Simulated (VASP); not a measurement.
Input:

```
KBr
1.0
    0.00000     3.18982     3.18982
    3.18982     0.00000     3.18982
    3.18982     3.18982     0.00000
K Br
1 1
Direct
  0.00000   0.00000   0.00000
  0.50000   0.50000   0.50000
```

Computed with LDA (Ceperley-Alder, Perdew-Zunger), VASP's LDA PAW potentials (set 64) (plane waves; VASP). Settings: 400 eV cut-off, 7×7×7 Γ-centred mesh, Gaussian smearing of 0.050 eV, potentials K_sv Br.

What does the run give for the energy per atom (σ→0), band gap (on the k-mesh) with the smallest direct gap where there is one?

```yaml
band gap (on the k-mesh): 4.32 eV
smallest direct gap (on the k-mesh): 4.32 eV
energy per atom (σ→0): -3.417 eV/atom
```

Only differences to runs with the same potentials and settings are physical.

The structure comes from a computed database's KBr entry (Fm-3m); how it stands against other phases isn't given here. It was relaxed first, which changed the volume by -9 %. The start is the result of an earlier pass.
